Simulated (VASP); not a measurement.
**SrTiO3 (Tausonite): how numerical settings change the zone-centre modes**

Aim: test the modes of SrTiO3 (Tausonite) against the numerical settings. The starting structure is a measured crystal structure from the Crystallography Open Database.

Program: VASP 6.6.1. Level of theory: Kohn-Sham DFT with plane waves and PAW; LDA. Results are calculated unless marked as measured.

### Step 1. The starting structure

Symmetry: Pm-3m, No. 221, cubic system. The conventional cell has a = 3.905 Å, b = 3.905 Å, c = 3.905 Å, α = 90.00°, β = 90.00°, γ = 90.00°. Sr has 12 O at 2.76 Å nearest. Ti has 6 O at 1.95 Å nearest. Nearest to O lie 2 Ti at 1.95 Å and 4 Sr at 2.76 Å. Farther neighbours and most contacts between anions are not listed.

As a file:

```xyz
5
Lattice="3.9053 0.0000 0.0000 0.0000 3.9053 0.0000 0.0000 0.0000 3.9053" Properties=species:S:1:pos:R:3 pbc="T T T"
Sr    1.9526    1.9526    1.9526
Ti    0.0000    0.0000    0.0000
O     0.0000    0.0000    1.9526
O     0.0000    1.9526    0.0000
O     1.9526    0.0000    0.0000
```

### Step 2. Reference modes

The cell comes from a relaxation at this level, not shown (57.56 Å³).

Input file INCAR:

```
SYSTEM = SrTiO3
PREC = Accurate
ENCUT = 520
EDIFF = 1E-08
NELM = 100
ISMEAR = 0
SIGMA = 0.03
LREAL = .FALSE.
ALGO = Normal
GGA = CA
NBANDS = 26
LASPH = .TRUE.
LORBIT = 11
LWAVE = .FALSE.
LCHARG = .FALSE.
KPAR = 16
IBRION = 6
NFREE = 2
POTIM = 0.015
NSW = 1
ISIF = 2
```

Input file POSCAR:

```
SrTiO3
1.0
    3.8611251503      0.0000000000      0.0000000000
    0.0000000000      3.8611251503      0.0000000000
    0.0000000000      0.0000000000      3.8611251503
Sr Ti O
1 1 3
Direct
    0.5000000000      0.5000000000      0.5000000000
    0.0000000000      0.0000000000      0.0000000000
    0.0000000000      0.0000000000      0.5000000000
    0.0000000000      0.5000000000      0.0000000000
    0.5000000000      0.0000000000      0.0000000000
```

Input file KPOINTS:

```
Automatic mesh
0
Gamma
6 6 6
0 0 0
```

Potentials, in the order of the species: Sr_sv, Ti_sv and O (LDA family, release 64).

On the command line:

```bash
mpirun -np 16 vasp_std
```

Log:

```text
[banner, memory and clock lines left out]
running   16 mpi-ranks, on    1 nodes
 distrk:  each k-point on    1 cores,   16 groups
 distr:  one band on    1 cores,    1 groups

 POSCAR found type information on POSCAR SrTiO
 POSCAR found :  3 types and       5 ions
|                                                                             |
|           W    W    AA    RRRRR   N    N  II  N    N   GGGG   !!!           |
|           W    W   A  A   R    R  NN   N  II  NN   N  G    G  !!!           |
|           W    W  A    A  R    R  N N  N  II  N N  N  G       !!!           |
|           W WW W  AAAAAA  RRRRR   N  N N  II  N  N N  G  GGG   !            |
|           WW  WW  A    A  R   R   N   NN  II  N   NN  G    G                |
|           W    W  A    A  R    R  N    N  II  N    N   GGGG   !!!           |
|                                                                             |
|     For optimal performance we recommend to set                             |
|       NCORE = 2 up to number-of-cores-per-socket                            |
|     NCORE specifies how many cores store one orbital (NPAR=cpu/NCORE).      |
|     This setting can greatly improve the performance of VASP for DFT.       |
|     The default, NCORE=1 might be grossly inefficient on modern             |
|     multi-core architectures or massively parallel machines. Do your        |
|     Unfortunately you need to use the default for GW and RPA                |
|     calculations (for HF NCORE is supported but not extensively tested      |
|     yet).                                                                   |
|                                                                             |

 LDA part: xc-table for (Slater(with rela. corr.)+CA(PZ))
 , standard interpolation
 POSCAR, INCAR and KPOINTS ok, starting setup
 FFT: planning ... GRIDC
 FFT: planning ... GRID_SOFT
 FFT: planning ... GRID
 WAVECAR not read
 entering main loop
       N       E                     dE             d eps       ncg     rms          rms(c)
DAV:   1     0.420743698085E+03    0.42074E+03   -0.20915E+04  1040   0.168E+03
DAV:   2    -0.127564446187E+02   -0.43350E+03   -0.41832E+03  1216   0.459E+02
DAV:   3    -0.518724356818E+02   -0.39116E+02   -0.38919E+02  1194   0.137E+02
DAV:   4    -0.540453625136E+02   -0.21729E+01   -0.21704E+01  1816   0.278E+01
DAV:   5    -0.540808266470E+02   -0.35464E-01   -0.35448E-01  1346   0.300E+00    0.280E+01
DAV:   6    -0.442963214329E+02    0.97845E+01   -0.58076E+01  1484   0.699E+01    0.173E+01
DAV:   7    -0.442855293250E+02    0.10792E-01   -0.83264E+00  1314   0.219E+01    0.117E+01
DAV:   8    -0.442695821302E+02    0.15947E-01   -0.18412E+00  1274   0.141E+01    0.290E+00
DAV:   9    -0.441823788861E+02    0.87203E-01   -0.43570E-01  1290   0.687E+00    0.905E-01
DAV:  10    -0.441865158576E+02   -0.41370E-02   -0.13593E-01  1406   0.247E+00    0.853E-01
DAV:  11    -0.441770032607E+02    0.95126E-02   -0.46083E-02  1510   0.185E+00    0.116E-01
DAV:  12    -0.441769840322E+02    0.19228E-04   -0.21704E-03  1272   0.522E-01    0.628E-02
DAV:  13    -0.441770085837E+02   -0.24551E-04   -0.30134E-04  1472   0.123E-01    0.383E-02
DAV:  14    -0.441770056610E+02    0.29226E-05   -0.38507E-05  1398   0.525E-02    0.196E-02
DAV:  15    -0.441770011704E+02    0.44907E-05   -0.40989E-05  1478   0.494E-02    0.126E-02
DAV:  16    -0.441770005275E+02    0.64286E-06   -0.44765E-06  1304   0.264E-02    0.143E-03
DAV:  17    -0.441770005749E+02   -0.47364E-07   -0.24535E-07  1570   0.447E-03    0.173E-03
DAV:  18    -0.441770005370E+02    0.37821E-07   -0.15404E-07  1234   0.573E-03    0.409E-04
DAV:  19    -0.441770005373E+02   -0.25875E-09   -0.64222E-09   828   0.626E-04
   1 F= -.44177001E+02 E0= -.44177001E+02  d E =-.713526E-45
[... from here on, the cycles between the ionic steps are left out ...]
   2 F= -.44176560E+02 E0= -.44176560E+02  d E =-.622099E-45
   3 F= -.44176560E+02 E0= -.44176560E+02  d E =-.644026E-45
   4 F= -.44176632E+02 E0= -.44176632E+02  d E =-.625503E-45
   5 F= -.44176632E+02 E0= -.44176632E+02  d E =-.630957E-45
   6 F= -.44176558E+02 E0= -.44176558E+02  d E =-.873272E-45
   7 F= -.44176558E+02 E0= -.44176558E+02  d E =-.862168E-45
   8 F= -.44175461E+02 E0= -.44175461E+02  d E =-.773786E-45
 Finite differences progress:
  Degree of freedom:   4/  4
  Displacement:        1/  2
  Total:               7/  8
 bond charge predicted
       N       E                     dE             d eps       ncg     rms          rms(c)
DAV:   1    -0.441720817762E+02    0.33796E-02   -0.40006E+00  2196   0.106E+01    0.268E-01
DAV:   2    -0.441762933292E+02   -0.42116E-02   -0.63404E-02  2508   0.155E+00    0.160E-01
DAV:   3    -0.441754659840E+02    0.82735E-03   -0.33724E-03  2382   0.401E-01    0.605E-02
DAV:   4    -0.441754681749E+02   -0.21908E-05   -0.58726E-04  2558   0.201E-01    0.323E-02
DAV:   5    -0.441754641101E+02    0.40648E-05   -0.35531E-05  2734   0.678E-02    0.200E-02
DAV:   6    -0.441754616904E+02    0.24197E-05   -0.53763E-06  3048   0.254E-02    0.664E-03
DAV:   7    -0.441754613707E+02    0.31966E-06   -0.16916E-06  2466   0.101E-02    0.132E-03
DAV:   8    -0.441754613800E+02   -0.92482E-08   -0.23645E-07  2636   0.415E-03    0.675E-04
DAV:   9    -0.441754613777E+02    0.22987E-08   -0.22136E-08  1940   0.124E-03
   9 F= -.44175461E+02 E0= -.44175461E+02  d E =-.769175E-45
 Finite differences progress:
  Degree of freedom:   4/  4
  Displacement:        2/  2
  Total:               8/  8
```

Wall time 62 s (16 MPI ranks of Intel Xeon Platinum 8259CL at 2.50GHz (Skylake/Cascade Lake), shared host); peak memory 4.8 GiB; 13 min of CPU time.

The logs omit lines about the potential files and the build; timing stands in the text.

From OUTCAR (step 2):

```text
ion  position               nearest neighbor table
   1  0.500  0.500  0.500-   3 2.73   4 2.73   5 2.73   4 2.73   5 2.73   3 2.73   5 2.73   5 2.73
                             3 2.73   4 2.73   4 2.73   3 2.73   2 3.34   2 3.34   2 3.34   2 3.34
   2  0.000  0.000  0.000-   3 1.93   4 1.93   5 1.93   3 1.93   4 1.93   5 1.93   1 3.34   1 3.34
                             1 3.34   1 3.34   1 3.34   1 3.34   1 3.34   1 3.34
   3  0.000  0.000  0.500-   2 1.93   2 1.93   1 2.73   1 2.73   1 2.73   1 2.73
   4  0.000  0.500  0.000-   2 1.93   2 1.93   1 2.73   1 2.73   1 2.73   1 2.73
   5  0.500  0.000  0.000-   2 1.93   2 1.93   1 2.73   1 2.73   1 2.73   1 2.73

  LATTYP: Found a simple cubic cell.
 ALAT       =     3.8611251503

 Subroutine GETGRP returns: Found 48 space group operations
 (whereof 48 operations were pure point group operations)

The static configuration has the point symmetry O_h .

 Found     20 irreducible k-points:

   k-points           NKPTS =     20   k-points in BZ     NKDIM =     20   number of bands    NBANDS=     26

   dimension x,y,z NGX =    30 NGY =   30 NGZ =   30
   dimension x,y,z NGXF=    60 NGYF=   60 NGZF=   60

   ENCUT  =  520.0 eV  38.22 Ry    6.18 a.u.   7.18  7.18  7.18*2*pi/ulx,y,z

   NELECT =      40.0000    total number of electrons

 k-points in reciprocal lattice and weights: Automatic mesh
   0.00000000  0.00000000  0.00000000       0.005
   0.16666667  0.00000000  0.00000000       0.028
   0.33333333  0.00000000  0.00000000       0.028
   0.50000000  0.00000000  0.00000000       0.014
   0.16666667  0.16666667  0.00000000       0.056
   0.33333333  0.16666667  0.00000000       0.111
   0.50000000  0.16666667  0.00000000       0.056
   0.33333333  0.33333333  0.00000000       0.056
   0.50000000  0.33333333  0.00000000       0.056
[...]
0.50000000  0.50000000  0.33333333       0.028
   0.50000000  0.50000000  0.50000000       0.005

 average (electrostatic) potential at core
       1 -33.9777       2 -76.1352       3 -70.3867       4 -70.3847       5 -70.3847

 E-fermi :   4.4575

 k-point     1 :       0.0000    0.0000    0.0000
  band No.  band energies     occupation
    ...
     16       2.9155      2.00000
     17       2.9170      2.00000
     18       3.8266      2.00000
     19       3.8277      2.00000
     20       3.8277      2.00000
     21       5.9712      0.00000
     22       5.9731      0.00000
     23       5.9731      0.00000
     24       8.7315      0.00000
     25       8.7334      0.00000
    ...

 k-point     2 :       0.1667    0.0000    0.0000
  band No.  band energies     occupation
    ...
     16       2.5473      2.00000
     17       2.6588      2.00000
     18       3.0339      2.00000
     19       3.6687      2.00000
     20       3.6688      2.00000
     21       6.0197      0.00000
     22       6.6029      0.00000
     23       6.6033      0.00000
     24       8.7541      0.00000
     25       9.4849      0.00000
    ...

 k-point     3 :       0.3333    0.0000    0.0000
  band No.  band energies     occupation
    ...
     16       1.9470      2.00000
     17       1.9815      2.00000
     18       2.2091      2.00000
     19       3.4941      2.00000
     20       3.4942      2.00000
     21       6.1173      0.00000
     22       7.6189      0.00000
     23       7.6192      0.00000
     24       8.7695      0.00000
     25      10.5880      0.00000
    ...

  Total        0.0127529      0.0127529      0.0263146      0.0000000      0.0000000      0.0000000
  in kB        0.3549578      0.3549578      0.7324292      0.0000000      0.0000000      0.0000000
  external PRESSURE =       0.4807816 kB  Pullay stress =       0.0000000 kB

  energy-cutoff  :      520.00
  volume of cell :       57.56
      direct lattice vectors                 reciprocal lattice vectors
     3.861125150  0.000000000  0.000000000     0.258991864  0.000000000  0.000000000
     0.000000000  3.861125150  0.000000000     0.000000000  0.258991864  0.000000000
     0.000000000  0.000000000  3.861125150     0.000000000  0.000000000  0.258991864

 POSITION                                       TOTAL-FORCE (eV/Angst)
 -----------------------------------------------------------------------------------
      1.93056      1.93056      1.93056        -0.000000      0.000000     -0.018254
      0.00000      0.00000      0.00000         0.000000      0.000000     -0.016949
      0.00000      0.00000      1.91556        -0.000000      0.000000      0.205237
      0.00000      1.93056      0.00000         0.000000      0.000000     -0.085017
      1.93056      0.00000      0.00000        -0.000000      0.000000     -0.085017
 -----------------------------------------------------------------------------------
    total drift:                               -0.000002     -0.000000      0.000199

  FREE ENERGIE OF THE ION-ELECTRON SYSTEM (eV)
  ---------------------------------------------------
  free  energy   TOTEN  =       -44.1754613777 eV

  energy  without entropy=      -44.1754613777  energy(sigma->0) =      -44.17546138

 Eigenvectors and eigenvalues of the dynamical matrix
 ----------------------------------------------------

   1 f  =   16.796107 THz   105.533055 2PiTHz  560.257833 cm-1    69.463087 meV
             X         Y         Z           dx          dy          dz
      1.930563  1.930563  1.930563    -0.000000   -0.000000   -0.027727
      0.000000  0.000000  0.000000    -0.000000   -0.000000   -0.044078
      0.000000  0.000000  1.930563    -0.000000   -0.000000    0.859696
      0.000000  1.930563  0.000000    -0.000000    0.000000   -0.359312
      1.930563  0.000000  0.000000     0.000000   -0.000000   -0.359312

   2 f  =   16.796107 THz   105.533055 2PiTHz  560.257833 cm-1    69.463087 meV
             X         Y         Z           dx          dy          dz
      1.930563  1.930563  1.930563     0.001033    0.027708   -0.000000
      0.000000  0.000000  0.000000     0.001642    0.044048    0.000000
      0.000000  0.000000  1.930563     0.013389    0.359063    0.000000
      0.000000  1.930563  0.000000     0.013389   -0.859099   -0.000000
      1.930563  0.000000  0.000000    -0.032034    0.359063   -0.000000

   3 f  =   16.796107 THz   105.533055 2PiTHz  560.257833 cm-1    69.463087 meV
             X         Y         Z           dx          dy          dz
      1.930563  1.930563  1.930563    -0.027708    0.001033    0.000000
      0.000000  0.000000  0.000000    -0.044048    0.001642    0.000000
      0.000000  0.000000  1.930563    -0.359063    0.013389   -0.000000
      0.000000  1.930563  0.000000    -0.359063   -0.032034   -0.000000
      1.930563  0.000000  0.000000     0.859099    0.013389    0.000000

   4 f  =    6.748717 THz    42.403440 2PiTHz  225.112971 cm-1    27.910439 meV
             X         Y         Z           dx          dy          dz
      1.930563  1.930563  1.930563     0.000000   -0.000000    0.000000
      0.000000  0.000000  0.000000    -0.000000    0.000000   -0.000000
      0.000000  0.000000  1.930563    -0.101917   -0.665711    0.000000
      0.000000  1.930563  0.000000     0.101917   -0.000000    0.215502
      1.930563  0.000000  0.000000     0.000000    0.665711   -0.215502

   5 f  =    6.748717 THz    42.403440 2PiTHz  225.112971 cm-1    27.910439 meV
             X         Y         Z           dx          dy          dz
      1.930563  1.930563  1.930563    -0.000000    0.000000    0.000000
      0.000000  0.000000  0.000000     0.000000   -0.000000   -0.000000
      0.000000  0.000000  1.930563     0.696870   -0.116216   -0.000000
      0.000000  1.930563  0.000000    -0.696870   -0.000000   -0.029438
      1.930563  0.000000  0.000000     0.000000    0.116216    0.029438

   6 f  =    6.748717 THz    42.403440 2PiTHz  225.112971 cm-1    27.910439 meV
             X         Y         Z           dx          dy          dz
      1.930563  1.930563  1.930563     0.000000   -0.000000    0.000000
      0.000000  0.000000  0.000000    -0.000000    0.000000   -0.000000
      0.000000  0.000000  1.930563    -0.063133   -0.208139   -0.000000
      0.000000  1.930563  0.000000     0.063133   -0.000000   -0.672824
      1.930563  0.000000  0.000000     0.000000    0.208139    0.672824

   7 f  =    5.141453 THz    32.304702 2PiTHz  171.500414 cm-1    21.263332 meV
             X         Y         Z           dx          dy          dz
      1.930563  1.930563  1.930563     0.168886    0.602677    0.012770
      0.000000  0.000000  0.000000    -0.209429   -0.747357   -0.015835
      0.000000  0.000000  1.930563    -0.010154   -0.036234   -0.001042
      0.000000  1.930563  0.000000    -0.010154   -0.049169   -0.000768
      1.930563  0.000000  0.000000    -0.013779   -0.036234   -0.000768

   8 f  =    5.141453 THz    32.304702 2PiTHz  171.500414 cm-1    21.263332 meV
             X         Y         Z           dx          dy          dz
      1.930563  1.930563  1.930563     0.602811   -0.168874   -0.002359
      0.000000  0.000000  0.000000    -0.747523    0.209414    0.002925
      0.000000  0.000000  1.930563    -0.036242    0.010153    0.000192
      0.000000  1.930563  0.000000    -0.036242    0.013778    0.000142
      1.930563  0.000000  0.000000    -0.049180    0.010153    0.000142

   9 f  =    5.141453 THz    32.304702 2PiTHz  171.500414 cm-1    21.263332 meV
             X         Y         Z           dx          dy          dz
      1.930563  1.930563  1.930563     0.001174    0.012933   -0.625888
      0.000000  0.000000  0.000000    -0.001455   -0.016038    0.776141
      0.000000  0.000000  1.930563    -0.000071   -0.000778    0.051063
      0.000000  1.930563  0.000000    -0.000071   -0.001055    0.037630
      1.930563  0.000000  0.000000    -0.000096   -0.000778    0.037630

  10 f  =    1.577379 THz     9.910964 2PiTHz   52.615698 cm-1     6.523512 meV
             X         Y         Z           dx          dy          dz
      1.930563  1.930563  1.930563     0.108802    0.146331   -0.326919
      0.000000  0.000000  0.000000     0.110304    0.148350   -0.331431
      0.000000  0.000000  1.930563    -0.152457   -0.205043    0.355382
      0.000000  1.930563  0.000000    -0.152457   -0.159071    0.458089
      1.930563  0.000000  0.000000    -0.118275   -0.205043    0.458089

  11 f  =    1.577379 THz     9.910964 2PiTHz   52.615698 cm-1     6.523512 meV
             X         Y         Z           dx          dy          dz
      1.930563  1.930563  1.930563     0.218976    0.243204    0.181737
      0.000000  0.000000  0.000000     0.221999    0.246560    0.184245
      0.000000  0.000000  1.930563    -0.306836   -0.340784   -0.197559
      0.000000  1.930563  0.000000    -0.306836   -0.264378   -0.254655
      1.930563  0.000000  0.000000    -0.238041   -0.340784   -0.254655

  12 f  =    1.577379 THz     9.910964 2PiTHz   52.615698 cm-1     6.523512 meV
             X         Y         Z           dx          dy          dz
      1.930563  1.930563  1.930563     0.283440   -0.244062   -0.014912
      0.000000  0.000000  0.000000     0.287352   -0.247430   -0.015117
      0.000000  0.000000  1.930563    -0.397165    0.341987    0.016210
      0.000000  1.930563  0.000000    -0.397165    0.265311    0.020895
      1.930563  0.000000  0.000000    -0.308117    0.341987    0.020895

  13 f/i=    0.036236 THz     0.227675 2PiTHz    1.208691 cm-1     0.149859 meV
             X         Y         Z           dx          dy          dz
      1.930563  1.930563  1.930563     0.436344   -0.525693   -0.021209
      0.000000  0.000000  0.000000     0.320070   -0.385610   -0.015557
      0.000000  0.000000  1.930563     0.196084   -0.236235   -0.009448
      0.000000  1.930563  0.000000     0.196084   -0.234196   -0.009531
      1.930563  0.000000  0.000000     0.194391   -0.236235   -0.009531

  14 f/i=    0.036236 THz     0.227675 2PiTHz    1.208691 cm-1     0.149859 meV
             X         Y         Z           dx          dy          dz
      1.930563  1.930563  1.930563     0.525949    0.436552    0.000115
      0.000000  0.000000  0.000000     0.385798    0.320222    0.000084
      0.000000  0.000000  1.930563     0.236350    0.196177    0.000051
      0.000000  1.930563  0.000000     0.236350    0.194483    0.000052
      1.930563  0.000000  0.000000     0.234310    0.196177    0.000052

  15 f/i=    0.036236 THz     0.227675 2PiTHz    1.208691 cm-1     0.149859 meV
             X         Y         Z           dx          dy          dz
      1.930563  1.930563  1.930563     0.013457   -0.016393    0.683191
      0.000000  0.000000  0.000000     0.009871   -0.012025    0.501139
      0.000000  0.000000  1.930563     0.006047   -0.007367    0.304361
      0.000000  1.930563  0.000000     0.006047   -0.007303    0.307011
      1.930563  0.000000  0.000000     0.005995   -0.007367    0.307011

 ELASTIC MODULI CONTR FROM IONIC RELAXATION (kBar)
 Direction    XX          YY          ZZ          XY          YZ          ZX
 --------------------------------------------------------------------------------
 XX           0.0000      0.0000      0.0000      0.0000      0.0000      0.0000
 YY           0.0000      0.0000      0.0000      0.0000      0.0000      0.0000
 ZZ           0.0000      0.0000      0.0000      0.0000      0.0000      0.0000
 XY           0.0000      0.0000      0.0000      0.0000      0.0000      0.0000
 YZ           0.0000      0.0000      0.0000      0.0000      0.0000      0.0000
 ZX           0.0000      0.0000      0.0000      0.0000      0.0000      0.0000
 --------------------------------------------------------------------------------

 total charge
# of ion       s       p       d       tot
------------------------------------------
    1        2.000   5.790   0.223   8.012
    2        2.246   6.355   1.831  10.431
    3        1.554   3.486   0.000   5.040
    4        1.554   3.486   0.000   5.040
    5        1.554   3.486   0.000   5.040
--------------------------------------------------
tot          8.908  22.603   2.054  33.564

[... 3 further parts left out ...]
```

The last energy, forces, stress and levels in OUTCAR belong to the last displaced cell, not to the cell of POSCAR.

Reference: the zone-centre modes are T1u (3) 560.3, T2u 225.1, T1u (2) 171.5, T1u (1) 52.6 cm⁻¹.

(Part 1 of 2 ends here.)

[Lines on the potential files, build, host, timing and source positions are cut from VASP's logs without a mark.]

[Logs are printed without paths, hosts, clocks, repeated set-up lines and the standing remarks that a program may print on its own settings, such as how far it seeks lower states.]

[Hosts, paths, dates, database ids (printed as entryN), source tags and the programs' standing remarks are cut or masked in the printed files.]
